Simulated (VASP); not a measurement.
# SrSnSeS with PBEsol: from relaxation to properties, part 2 of 2

Aim: relax SrSnSeS, then compute properties on the relaxed cell. The cell is invented: it takes the structure of a Materials Project entry for SrEuSeS (space group 160 there), with some of its atoms replaced by other elements, volume scaled by an estimate. It may not be a known or stable phase.

VASP 6.6.1, plane waves and PAW; the level of theory is named at each step.

So far, gap on the k-mesh (eV): 1.22 in steps 2, 3 and 4. The relaxed cell has a = 4.236, c = 20.862 Å (conventional setting).

### Step 6. Density of states (PBEsol)

Here the states are counted by energy and projected on the atoms. The mesh is finer than in the run before.

The input, INCAR:

```
SYSTEM = SrSnSeS
PREC = Accurate
ENCUT = 400
EDIFF = 1E-06
NELM = 100
ISMEAR = -5
SIGMA = 0.05
LREAL = .FALSE.
ALGO = Normal
GGA = PS
NBANDS = 32
LORBIT = 11
LWAVE = .FALSE.
LCHARG = .FALSE.
KPAR = 2
NEDOS = 2001
```

The input, POSCAR:

```
SrSnSeS
1.0
    2.1182140286      1.2229519042      6.9539570828
   -2.1182140286      1.2229519042      6.9539570828
    0.0000000000     -2.4459028541      6.9539570867
Sn Sr Se S
1 1 1 1
Direct
    0.0022503877      0.0022503877      0.0022503877
    0.4956583286      0.4956583286      0.4956583286
    0.2525762012      0.2525762012      0.2525762012
    0.7495160826      0.7495160826      0.7495160826
```

The input, KPOINTS:

```
Automatic mesh
0
Gamma
8 8 8
0 0 0
```

The projector-augmented-wave data sets are Sn_d, Sr_sv, Se and S (PBE family, release 64).

Launch:

```console
mpirun -np 2 vasp_std
```

Run time: 72 s. Hardware: 2 MPI ranks of Intel Xeon 6975P-C (Granite Rapids), shared host; peak memory 0.84 GiB.

Numbers from this step:

```
irreducible k-points           : 65
Fermi energy                   : 4.102 eV
pressure                       : 0.06516 GPa
gap on the k-mesh              : 1.055 eV
least direct gap on the k-mesh : 1.055 eV
```

The density of states has structure finer than the step of the table below, so its rows give means over 0.5 eV, whole bins alone (the curve runs from -12.0 to 5.28 eV). Peaks (eV: height): total -11.70: 11.4, -6.86: 9.74, -1.92: 8.99, -0.60: 7.33; S p -2.88: 0.947, -2.12: 1.28, -1.92: 1.91, -0.60: 1.26; Se p -3.89: 0.531, -3.31: 0.769, -1.92: 2.20, -0.60: 1.36; Sn p -3.31: 0.444, 3.15: 1.53, 3.35: 1.33, 3.53: 1.58; Sr d 3.53: 0.66, 4.16: 0.670, 4.82: 0.603, 5.25: 0.618.

States under -12.0 eV and over 5.3 eV are left out. Table of density of states by energy, zero at the valence-band top; means over each step; 7 of 8 lines; values in states/eV/cell:

```
energy (eV)    total      S p     Se p     Sn p     Sr d     Sn s     Se s
      -11.5     1.68   2.1e-4   3.5e-4  0.00885  0.00450  0.00793    0.119
      -11.0        0        0        0        0        0        0        0
      -10.5        0        0        0        0        0        0        0
      -10.0        0        0        0        0        0        0        0
       -9.5        0        0        0        0        0        0        0
       -9.0        0        0        0        0        0        0        0
       -8.5        0        0        0        0        0        0        0
       -8.0        0        0        0        0        0        0        0
       -7.5        0        0        0        0        0        0        0
       -7.0     1.90   0.0742   0.0843   8.3e-5  0.00390    0.965   0.0193
       -6.5     2.29   0.0932    0.105   1.3e-4  0.00648     1.07   0.0837
       -6.0   0.0183   7.5e-4   8.5e-4        0   2.8e-5  0.00801  0.00119
       -5.5        0        0        0        0        0        0        0
       -5.0        0        0        0        0        0        0        0
       -4.5   0.0109  0.00148  0.00155  0.00117   1.4e-4   6.9e-6   2.8e-5
       -4.0     2.23    0.322    0.321    0.230   0.0167  0.00169  0.00523
       -3.5     2.67    0.449    0.393    0.243   0.0303   0.0108  0.00718
       -3.0     3.86    0.757    0.576    0.320   0.0555   0.0213  0.00980
       -2.5     2.89    0.726    0.397    0.189   0.0541   0.0115  0.00672
       -2.0     5.81     1.22     1.37   0.0874    0.115   0.0192  0.00478
       -1.5     2.50    0.415    0.791   0.0372   0.0367  0.00901   7.9e-4
       -1.0    0.722    0.109    0.126  0.00633   0.0147    0.139  0.00231
       -0.5     3.13    0.531    0.587   0.0188   0.0992    0.588   0.0111
        0.0   0.0248  0.00430  0.00510   3.7e-4   5.2e-4  0.00453   2.8e-4
        0.5        0        0        0        0        0        0        0
        1.0  0.00361   7.6e-5   1.1e-4   9.2e-4   3.8e-5   5.1e-6   1.9e-4
        1.5    0.270  0.00754   0.0106   0.0676  0.00556   7.4e-4   0.0118
        2.0     2.02   0.0883   0.0771    0.393    0.121  0.00186   0.0591
        2.5     3.63    0.161    0.161    0.690    0.318  0.00343   0.0657
        3.0     4.52    0.217    0.222     1.14    0.392  0.00328   0.0342
        3.5     4.83    0.273    0.227     1.13    0.540  0.00262   0.0226
        4.0     2.18   0.0643   0.0809    0.220    0.532  0.00151  0.00848
        4.5     1.72   0.0546   0.0719   0.0698    0.498  0.00135  0.00510
        5.0     1.59   0.0525   0.0725   0.0509    0.468  0.00144  0.00406
```

The gap on this mesh is 1.06 eV. In the top eV of the valence band the largest shares in the PAW spheres are Sn s 19 %, Se p 19 % and S p 17 %. The rest lies in smaller channels or between the spheres.

### Step 7. Vibrations at Γ (PBEsol)

Zone-centre modes test whether the atoms sit at a minimum within this cell. IBRION = 8 takes the force constants from linear response, which needs tightly converged orbitals.

The input, INCAR:

```
SYSTEM = SrSnSeS
PREC = Accurate
ENCUT = 400
EDIFF = 1E-08
NELM = 100
ISMEAR = -1
SIGMA = 0.05
LREAL = .FALSE.
ALGO = Normal
GGA = PS
NBANDS = 24
LORBIT = 11
LWAVE = .FALSE.
LCHARG = .FALSE.
KPAR = 2
IBRION = 8
LEPSILON = .TRUE.
ISIF = 2
```

POSCAR is that of step 6.

The input, KPOINTS:

```
Automatic mesh
0
Gamma
5 5 5
0 0 0
```

Launch:

```console
mpirun -np 2 vasp_std
```

The job ended after 21 min (2 MPI ranks; peak memory 1.5 GiB).

Energies printed during the response cycles are not total energies of the cell. The dielectric response converges more slowly with the mesh than energies do, so tensor and charges may still move on a finer one.

This step gave:

```
bands                          : 24
irreducible k-points           : 19
pressure of the cell           : 0.05869 GPa
largest force of the cell      : 0.006407 eV/Å
Fermi energy                   : 4.598 eV
valence top at k               : 0.4, 0.4, 0.4
conduction bottom at k         : 0.4, 0.4, 0.4
least direct gap at k          : 0.4, 0.4, 0.4
gap on the k-mesh              : 1.222 eV
least direct gap on the k-mesh : 1.222 eV
```

Electronic dielectric tensor with local fields:

```
9.47 0.00 0.00
0.00 9.47 0.00
0.00 0.00 8.13
```

Ionic part of the static dielectric tensor:

```
37.92  0.00  0.00
 0.00 37.92  0.00
 0.00  0.00 10.94
```

Born effective charge (e), principal values of the symmetric part by kind of site:

```
atom  atoms with these values    low  middle   high   mean
 Sn1                        1   2.37    4.24   4.24   3.62
 Sr2                        1   2.21    2.21   3.15   2.52
 Se3                        1  -3.11   -3.11  -2.62  -2.95
  S4                        1  -3.34   -3.34  -2.91  -3.19
```

In full for S4:

```
-3.34  0.00  0.00
 0.00 -3.34  0.00
 0.00  0.00 -2.91
```

Lines of the infrared spectrum (strongest = 100):

```
position (cm⁻¹)  lines merged  squared mode dipole, relative
             56             2                             64
            124             2                             52
            130             1                             52
            153             1                            1.8
            178             2                            100
            202             1                             27
```

Transverse limit, no LO-TO splitting. Modes at Γ, with each element's share of the kinetic energy:

```
mode  frequency (cm⁻¹)  symmetry      IR  Sn %  Sr %  Se %  S %
   1              -0.2  acoustic  2.9e-6    38    27    25   10
   2              -0.2  acoustic  2.9e-6    38    27    25   10
   3              -0.1  acoustic  1.2e-7    37    28    25   10
   4              56.5         E    0.20    62    23     9    6
   5              56.5         E    0.20    62    23     9    6
   6             124.2         E    0.16     1    36    62    1
   7             124.2         E    0.16     1    36    62    1
   8             130.2        A1    0.33    23    11    60    6
   9             152.7        A1   0.012    39    59     1    1
  10             177.7         E    0.31     0    13     4   83
  11             177.7         E    0.31     0    13     4   83
  12             202.4        A1    0.17     0     3    14   83
```

Displacements in mode 4 (56.5 cm⁻¹), the largest set to 1:
```
Sn1  1.00  0.00  0.00
Sr2 -0.71  0.00  0.00
Se3 -0.48  0.00  0.00
S4  -0.61  0.00  0.00
```

Displacements in mode 8 (130.2 cm⁻¹), the largest set to 1:
```
Sn1  0.00  0.00 -0.51
Sr2  0.00  0.00 -0.40
Se3  0.00  0.00  1.00
S4   0.00  0.00  0.51
```

Piezoelectric tensor, ionic part (C/m²), by row:

```
field       xx       yy      zz       xy       yz       zx
    x        0        0       0  -0.5939        0  -0.5424
    y  -0.5939   0.5939       0        0  -0.5248        0
    z  -0.1971  -0.1971  -0.146        0        0        0
```

Piezoelectric tensor with clamped ions (C/m²), by row:

```
field        xx        yy        zz        xy       yz       zx
    x         0         0         0  -0.02481        0  0.00853
    y  -0.02481   0.02481         0         0  0.00853        0
    z  -0.02289  -0.02289  -0.00776         0        0        0
```

The Born charges sum to zero; the printed set may have that rule imposed, so this is no test. By the characters of their eigenvectors the optical modes sort into (cm⁻¹) Raman active: E 56, E 124, A1 130, A1 153, E 178, A1 202; infrared active: E 56, E 124, A1 130, A1 153, E 178, A1 202.

### Step 8. Starting orbitals for the hybrid

This step: PBE; plane waves and PAW (Sn_d, Sr_sv, Se, S); invented cell (VASP 6.6.1).

A hybrid converges badly from random orbitals, so a cheap semilocal run writes a WAVECAR on the same mesh first.

The input, INCAR:

```
SYSTEM = SrSnSeS
PREC = Accurate
ENCUT = 400
EDIFF = 1E-05
NELM = 100
ISMEAR = -1
SIGMA = 0.05
LREAL = .FALSE.
ALGO = Normal
GGA = PE
NBANDS = 24
LORBIT = 11
LWAVE = .TRUE.
LCHARG = .FALSE.
KPAR = 2
```

POSCAR is that of step 7.

The input, KPOINTS:

```
Automatic mesh
0
Gamma
4 4 4
0 0 0
```

Launch:

```console
mpirun -np 2 vasp_std
```

Run time: 15 s. Hardware: 2 MPI ranks; peak memory 0.64 GiB.

At this level the cell is under a pressure of 2.6 GPa, so at these settings it is away from equilibrium.

This step gave:

* irreducible k-points: 13
* free energy (TOTEN): -17.94 eV
* Fermi energy: 4.804 eV
* pressure: 2.628 GPa
* valence top at k: 0.5, 0.5, 0.5
* conduction bottom at k: 0.5, 0.5, 0.5
* least direct gap at k: 0.5, 0.5, 0.5
* gap on the k-mesh: 1.153 eV
* least direct gap on the k-mesh: 1.153 eV

### Step 9. Bands along the symmetry lines (HSE06)

This step: HSE06; plane waves and PAW (Sn_d, Sr_sv, Se, S); invented cell (VASP 6.6.1).

HSE06 mixes in a quarter of exact exchange at short range, at far higher cost; in semiconductors this cures much of the gap error, while metals seldom gain.

The input, INCAR:

```
SYSTEM = SrSnSeS
PREC = Accurate
ENCUT = 400
EDIFF = 1E-06
NELM = 100
ISMEAR = -1
SIGMA = 0.05
LREAL = .FALSE.
ALGO = Normal
LHFCALC = .TRUE.
AEXX = 0.25
GGA = PE
HFSCREEN = 0.2
LASPH = .TRUE.
NBANDS = 24
PRECFOCK = Fast
LORBIT = 11
LWAVE = .FALSE.
LCHARG = .FALSE.
KPAR = 2
```

POSCAR is that of step 8.

KPOINTS is that of step 8.

The input, KPOINTS_OPT:

```
Line mode
6
Line-mode
Reciprocal
  0.00000000   0.00000000   0.00000000 GAMMA
  0.50000000   0.00000000   0.00000000 L

  0.50000000   0.00000000   0.00000000 L
  0.50000000   0.18728546  -0.18728546 B1

  0.81271454   0.50000000   0.18728546 B
  0.50000000   0.50000000   0.50000000 Z

  0.50000000   0.50000000   0.50000000 Z
  0.00000000   0.00000000   0.00000000 GAMMA

  0.00000000   0.00000000   0.00000000 GAMMA
  0.34364273   0.00000000  -0.34364273 X

  0.65635727   0.34364273   0.00000000 Q
  0.50000000   0.50000000   0.00000000 F

  0.50000000   0.50000000   0.00000000 F
  0.65635727   0.65635727   0.18728546 P1

  0.65635727   0.65635727   0.18728546 P1
  0.50000000   0.50000000   0.50000000 Z

  0.50000000   0.00000000   0.00000000 L
  0.81271454   0.34364273   0.34364273 P
```

The WAVECAR or CHGCAR of an earlier step is read.

Launch:

```console
mpirun -np 2 vasp_std
```

The job ended after 41 min (2 MPI ranks).

The run was cut off at its time limit.

The self-consistent loop had finished, and the limit fell in the path of KPOINTS_OPT; fewer path points or more time would be the way on.

### Step 10. Bands along the symmetry lines (TB-mBJ)

This step: TB-mBJ; plane waves and PAW (Sn_d, Sr_sv, Se, S); invented cell (VASP 6.6.1).

The mesh alone shows little of the dispersion and can miss band extrema, so KPOINTS_OPT adds a path through the symmetry points after the self-consistent cycle. TB-mBJ is a local potential fitted to gaps: it costs far less than a hybrid but gives no energy.

The input, INCAR:

```
SYSTEM = SrSnSeS
PREC = Accurate
ENCUT = 400
EDIFF = 1E-06
NELM = 150
ISMEAR = -1
SIGMA = 0.05
LREAL = .FALSE.
ALGO = Normal
METAGGA = MBJ
LASPH = .TRUE.
NBANDS = 32
LORBIT = 11
LWAVE = .FALSE.
LCHARG = .FALSE.
KPAR = 2
```

POSCAR is that of step 9.

The input, KPOINTS:

```
Automatic mesh
0
Gamma
5 5 5
0 0 0
```

Changes to KPOINTS_OPT since step 9:

```diff
@@ -1,3 +1,3 @@
 Line mode
-6
+16
 Line-mode
```

Launch:

```console
mpirun -np 2 vasp_std
```

It took 3.5 min on 2 MPI ranks; peak memory 0.81 GiB.

This functional is a potential without an energy, so its energies, forces and stress mean nothing and are not read.

This step gave:

```yaml
scf_cycles: 59
bands: 32
irreducible_k_points: 19
fermi_energy: 5.356 eV
least_gap_on_mesh_and_path: 1.870 eV
least_direct_gap_on_mesh_and_path: 1.870 eV
```

Electronic bands along the path, in eV, zero at the valence-band top; v1 is the highest filled band, c1 the lowest empty one:

```
          point     v4     v3     v2     v1    c1    c2    c3    c4
              Γ  -1.84  -1.67  -1.67  -1.21  2.21  3.35  3.35  4.26
0.47 of the way  -2.65  -2.01  -1.76  -0.47  2.64  3.31  3.31  3.95
              L  -3.01  -2.23  -1.84  -0.47  2.57  3.31  3.73  3.91
0.47 of the way  -3.21  -2.33  -2.20  -0.60  3.32  3.66  3.74  4.22
             B1  -3.46  -2.28  -2.07  -0.61  3.06  3.41  3.83  4.76
      jump to B  -3.46  -2.28  -2.07  -0.61  3.06  3.41  3.83  4.76
0.53 of the way  -2.67  -2.25  -1.88  -0.48  2.67  3.40  3.58  3.99
              Z  -2.39  -1.55  -1.55   0.00  1.87  2.71  2.71  4.44
0.53 of the way  -2.36  -1.62  -1.62  -0.53  2.07  3.01  3.01  4.33
              Γ  -1.84  -1.67  -1.67  -1.21  2.21  3.35  3.35  4.26
0.47 of the way  -2.53  -2.26  -1.89  -0.49  2.94  3.19  3.52  4.43
              X  -3.49  -2.33  -2.09  -0.62  3.12  3.44  3.95  4.79
      jump to Q  -3.49  -2.33  -2.09  -0.62  3.12  3.44  3.95  4.79
0.47 of the way  -3.13  -2.20  -2.03  -0.81  2.81  3.11  3.61  3.97
              F  -2.75  -2.22  -2.15  -1.31  2.60  2.65  3.82  4.04
0.47 of the way  -2.79  -2.22  -2.13  -1.25  2.60  2.70  3.80  4.00
             P1  -2.85  -2.21  -2.08  -1.08  2.62  2.84  3.74  3.87
0.53 of the way  -2.50  -2.25  -1.92  -0.60  2.79  3.43  3.47  3.62
              Z  -2.39  -1.55  -1.55   0.00  1.87  2.71  2.71  4.44
      jump to L  -3.01  -2.23  -1.84  -0.47  2.57  3.31  3.73  3.91
0.47 of the way  -2.97  -2.22  -1.91  -0.64  2.61  3.40  3.44  3.79
              P  -2.85  -2.21  -2.08  -1.08  2.62  2.84  3.74  3.87
```

Of the projections kept (Sn, Sr, Se, S), the largest for each band there; the rest of the weight can lie on other orbitals:

```
point      v4       v3       v2       v1       c1       c2       c3       c4
    Γ  S 0.55  Se 0.81  Se 0.81  Se 0.39  Sn 0.65  Sn 0.84  Sn 0.84  Sr 0.85
    L  S 0.52  Se 0.48  Se 0.60  Sn 0.34  Sn 0.42  Sn 0.62  Sn 0.45  Sr 0.53
   B1  S 0.38  Se 0.47  Se 0.50  Sn 0.34  Sn 0.51  Sn 0.48  Sn 0.57  Sr 0.56
    B  S 0.38  Se 0.47  Se 0.50  Sn 0.34  Sn 0.51  Sn 0.48  Sn 0.57  Sr 0.56
    Z  S 0.72  Se 0.78  Se 0.78  Se 0.37  Sn 0.64  Sn 0.73  Sn 0.73  Sr 0.70
    Γ  S 0.55  Se 0.81  Se 0.81  Se 0.39  Sn 0.65  Sn 0.84  Sn 0.84  Sr 0.85
```

The gap moves by +0.81 eV against PBEsol.

### Step 11. Results

| Quantity | Value |
| --- | --- |
| relaxed volume | 27.02 Å³/atom |
| relaxed conventional cell a, b, c | 4.236, 4.236, 20.862 Å; angles 90.0, 90.0, 120.0° |
| space group after relaxing, within 0.02 Å | R3m (No. 160) |
| band gap | 1.06 eV, direct |
| gap among the points of the DOS mesh alone, an upper bound | 1.06 eV |
| highest zone-centre mode | 202 cm⁻¹ |
| band gap (TB-mBJ) | 1.87 eV, direct |

With PBEsol, SrSnSeS relaxes to 27.02 Å³/atom in space group R3m (held by the symmetry of the run) and has a direct gap of 1.06 eV. Not obtained: bands along the symmetry lines (HSE06), because the run hit its time limit. Vibrations at Γ (PBEsol): Mean Born effective charge: Sn1 3.62, Sr2 2.52, Se3 -2.95, S4 -3.19 e. Vibrations at Γ (PBEsol): The infrared spectrum is led by the line at 178 cm⁻¹, followed by 56 and 124. Vibrations at Γ (PBEsol): The highest mode in this list at Γ, 202.4 cm⁻¹, is mostly motion of S (83 % of the kinetic energy). Bands along the symmetry lines (TB-mBJ): On this path the gap is direct, 1.87 eV, with the valence top at Z and the conduction bottom at Z. The other levels ran on the cell relaxed with PBEsol, and without spin-orbit coupling unless named. Spin-orbit coupling is left out, and with elements this heavy it would split and shift bands near the edges, and it can change the kind of a small gap. Modes at Γ alone can't show that the crystal is stable at other wave vectors, and the LO-TO splitting is not included. No search among competing phases was made. All values are for a static lattice at zero temperature.

[Lines on the potential files, build, host, timing and source positions are cut from VASP's logs without a mark.]

[Logs are printed without paths, hosts, clocks, repeated set-up lines and the standing remarks that a program may print on its own settings, such as how far it seeks lower states.]

[Hosts, paths, dates, database ids (printed as entryN), source tags and the programs' standing remarks are cut or masked in the printed files.]

[A measured line is paired with the nearest computed mode of its activity, which favours agreement.]
